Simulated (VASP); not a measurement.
Computed with PBEsol GGA, VASP's PBE PAW potentials (set 64) (plane waves; VASP).

VASP ran on this input.

INCAR:
```
ALGO=Normal
EDIFF=1E-7
ENCUT=520
GGA=PS
ICHARG=11
ISMEAR=0
LASPH=T
LCHARG=F
LMAXMIX=4
LORBIT=11
LREAL=F
LWAVE=F
NELM=100
PREC=Accurate
SIGMA=0.05
SYSTEM=CdS
```

**POSCAR**
```
CdS
1
    2.0674037193    -3.5808481105     0.0000000000
    2.0674037193     3.5808481105    -0.0000000000
    0.0000000000     0.0000000000     6.7180301437
Cd S
2 2
Direct
  0.6666670000   0.3333330000   0.4999846014
  0.3333330000   0.6666670000   0.9999846014
  0.6666670000   0.3333330000   0.8770153986
  0.3333330000   0.6666670000   0.3770153986
```

File KPOINTS:
```
k-points along high-symmetry lines
10
Line-mode
Reciprocal
  0.000000   0.000000   0.000000 ! GAMMA
  0.000000   0.500000   0.000000 ! M

  0.000000   0.500000   0.000000 ! M
 -0.333333   0.666667   0.000000 ! K

 -0.333333   0.666667   0.000000 ! K
  0.000000   0.000000   0.000000 ! GAMMA

  0.000000   0.000000   0.000000 ! GAMMA
  0.000000   0.000000   0.500000 ! A

  0.000000   0.000000   0.500000 ! A
  0.000000   0.500000   0.500000 ! L

  0.000000   0.500000   0.500000 ! L
 -0.333333   0.666667   0.500000 ! H

 -0.333333   0.666667   0.500000 ! H
  0.000000   0.000000   0.500000 ! A

  0.000000   0.500000   0.500000 ! L
  0.000000   0.500000   0.000000 ! M

 -0.333333   0.666667   0.500000 ! H
 -0.333333   0.666667   0.000000 ! K
```

POTCAR, in this order: Cd S (PBE.64 set). Program: vasp_std. Read from the step before: CHGCAR.

The resulting files:

OUTCAR:
```
 ion  position               nearest neighbor table
   1  0.667  0.333  0.500-   4 2.53   4 2.53   4 2.53   3 2.53
   2  0.333  0.667  1.000-   3 2.53   3 2.53   3 2.53   4 2.53
   3  0.667  0.333  0.877-   2 2.53   2 2.53   2 2.53   1 2.53
   4  0.333  0.667  0.377-   1 2.53   1 2.53   1 2.53   2 2.53
  LATTYP: Found a hexagonal cell.
 ALAT       =     4.1348072904
 C/A-ratio  =     1.6247504834
 Subroutine PRICEL returns:
 Original cell was already a primitive cell.
 Subroutine GETGRP returns: Found 12 space group operations
The static configuration has the point symmetry C_3v.
 The point group associated with its full space group is C_6v.
The dynamic configuration has the point symmetry C_3v.
 Subroutine INISYM returns: Found 12 space group operations
   k-points           NKPTS =     90   k-points in BZ     NKDIM =     90   number of bands    NBANDS=     22
   number of dos      NEDOS =    301   number of ions     NIONS =      4
   total plane-waves  NPLWV =  51200
   dimension x,y,z NGX =    32 NGY =   32 NGZ =   50
   dimension x,y,z NGXF=    64 NGYF=   64 NGZF=  100
   ions per type =               2   2
   PREC   = accura    normal or accurate (medium, high low for compatibility)
   ISTART =      0    job   : 0-new  1-cont  2-samecut
   ICHARG =     11    charge: 1-file 2-atom 10-const
   ISPIN  =      1    spin polarized calculation?
   LNONCOLLINEAR =      F non collinear calculations
   LSORBIT =      F    spin-orbit coupling
   INIWAV =      1    electr: 0-lowe 1-rand  2-diag
   ENCUT  =  520.0 eV  38.22 Ry    6.18 a.u.   7.69  7.69 12.49*2*pi/ulx,y,z
   NELM   =    100;   NELMIN=  2; NELMDL= -5     # of ELM steps
   EDIFF  = 0.1E-06   stopping-criterion for ELM
   LREAL  =      F    real-space projection
   NLSPLINE    = F    spline interpolate recip. space projectors
   LMAXMIX     =    4 max onsite mixed and CHGCAR
   VOSKOWN=      0    Vosko Wilk Nusair interpolation
   EDIFFG = 0.1E-05   stopping-criterion for IOM
   NSW    =      0    number of steps for IOM
   NBLOCK =      1;   KBLOCK =      1    inner block; outer block
   IBRION =     -1    ionic relax: 0-MD 1-quasi-New 2-CG
   NFREE  =      0    steps in history (QN), initial steepest desc. (CG)
...
```

File OSZICAR:
```
       N       E                     dE             d eps       ncg     rms          rms(c)
DAV:   1     0.247190364763E+03    0.24719E+03   -0.17986E+04  3960   0.150E+03
DAV:   2     0.566837059894E+00   -0.24662E+03   -0.24165E+03  4410   0.362E+02
DAV:   3    -0.127614808859E+02   -0.13328E+02   -0.13149E+02  4710   0.828E+01
DAV:   4    -0.129166329595E+02   -0.15515E+00   -0.15504E+00  4662   0.856E+00
DAV:   5    -0.129190490374E+02   -0.24161E-02   -0.24157E-02  4808   0.104E+00
DAV:   6    -0.129191173731E+02   -0.68336E-04   -0.68332E-04  4718   0.163E-01
DAV:   7    -0.129191197215E+02   -0.23484E-05   -0.23481E-05  4766   0.270E-02
DAV:   8    -0.129191198197E+02   -0.98215E-07   -0.98231E-07  4650   0.497E-03
   1 F= -.12919120E+02 E0= -.12919120E+02  d E =-.261727E-13
```

File OUTCAR:
```
 val. band max:        1.1879367419   @ k =  -0.0000   0.0000   0.0000

 cond. band min:       2.2734306611   @ k =   0.0000   0.0000   0.0000



 k-point     1 :       0.0000    0.0000    0.0000
  band No.  band energies     occupation
      1     -11.1836      2.00000
      2     -10.7397      2.00000
      3      -6.5078      2.00000
      4      -6.5034      2.00000
      5      -6.5034      2.00000
      6      -6.4189      2.00000
      7      -6.4189      2.00000
      8      -6.0799      2.00000
      9      -6.0799      2.00000
     10      -5.9854      2.00000
     11      -5.9854      2.00000
     12      -5.6405      2.00000
     13      -3.2546      2.00000
     14       0.4163      2.00000
     15       0.4163      2.00000
     16       1.1463      2.00000
     17       1.1879      2.00000
     18       1.1879      2.00000
     19       2.2734      0.00000
     20       3.8525      0.00000
     21       7.5620      0.00000
     22       7.5621      0.00000

 k-point     2 :       0.0000    0.0556    0.0000
  band No.  band energies     occupation
      1     -11.1720      2.00000
      2     -10.7345      2.00000
      3      -6.5066      2.00000
      4      -6.4985      2.00000
      5      -6.4932      2.00000
      6      -6.4139      2.00000
      7      -6.4123      2.00000
      8      -6.0825      2.00000
      9      -6.0801      2.00000
     10      -5.9911      2.00000
     11      -5.9843      2.00000
     12      -5.6323      2.00000
     13      -3.2322      2.00000
     14       0.2708      2.00000
     15       0.3747      2.00000
     16       0.9365      2.00000
     17       1.1247      2.00000
     18       1.1649      2.00000
     19       2.5173      0.00000
     20       3.9946      0.00000
     21       7.4294      0.00000
     22       7.6142      0.00000

 k-point     3 :       0.0000    0.1111    0.0000
  band No.  band energies     occupation
      1     -11.1385      2.00000
      2     -10.7198      2.00000
...
```

The density is held fixed in this step, so its total energy and stress have no physical meaning.

The compound is CdS in the wurtzite structure. It was relaxed first.
